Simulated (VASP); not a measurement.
A convergence study with VASP on GaP (zinc blende): one setting is varied, all else stays as given below, so the limit is that of these other settings. Each run relaxes cell and ions from the cell shown. The basis is that of the starting cell, so low cut-offs carry a Pulay error.

```
GaP
1.0
    0.00000     2.72500     2.72500
    2.72500     0.00000     2.72500
    2.72500     2.72500     0.00000
Ga P
1 1
Cartesian
  0.00000   0.00000   0.00000
  1.36250   1.36250   1.36250
```

Level of theory: LDA (Ceperley-Alder, Perdew-Zunger), VASP's LDA PAW potentials (set 64) (plane waves; VASP 6.6.1). The tightest run used: 700 eV cut-off, 7×7×7 Γ-centred mesh, Gaussian smearing of 0.050 eV, potentials Ga_d P.

Gaps are read on the run's mesh, which can miss a band edge.

```csv
setting,relaxed volume (Å³/atom),E (eV/atom),gap on the mesh (eV),plane waves
ENCUT = 200,17.207,-5.3377,1.120,271
ENCUT = 250,19.089,-5.2286,1.338,378
ENCUT = 300,19.591,-5.2237,1.383,531
ENCUT = 350,19.572,-5.2240,1.380,612
ENCUT = 400,19.574,-5.2237,1.380,748
```

Problem. These are the cheaper rows. Estimate the results at ENCUT = 700, and how far the last row shown lies from them.

Solution. 
```
quantity                  tightest run  last row shown is off by
------------------------  ------------  ------------------------
relaxed volume (Å³/atom)        19.614                    -0.040
E (eV/atom)                    -5.2234                   -0.0003
gap on the mesh (eV)             1.384                    -0.004
```

Left out are rungs that failed or repeat a setting and relaxations that didn't move; long series are thinned to 24 rows.

The compound is GaP in the zinc blende structure.
